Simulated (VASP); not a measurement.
```yaml
crystal:
  lattice:
    - [2.19215, 1.26564, 7.42749]
    - [-2.19215, 1.26564, 7.42749]
    - [0.00000, -2.53128, 7.42749]
  atoms:
    - { symbol: Pb, position: [0.99999, 0.99999, 0.99999] }
    - { symbol: I, position: [0.75721, 0.75721, 0.75721] }
    - { symbol: I, position: [0.57610, 0.57610, 0.57610] }
```

These are PBEsol GGA, VASP's PBE PAW potentials (set 64) (plane waves; VASP) values and carry that method's errors. Numerical set-up: 400 eV cut-off, 5×5×5 Γ-centred mesh, Gaussian smearing of 0.050 eV, potentials Pb_d I.

Without a dispersion term in the relaxation, distances and binding between the weakly bound layers, chains or molecules are unreliable, and so is what depends on them.

Estimate the energy per atom (σ→0).

* **energy per atom (σ→0)**: -3.039 eV/atom

Total energies compare only between runs with the same potentials, cut-off and functional.

The structure was generated: PbI2 was put into the 3R-MoS2 type (R3m), which need not be its known phase. It was relaxed first, which changed the volume by +8 %. The start is the result of an earlier pass.
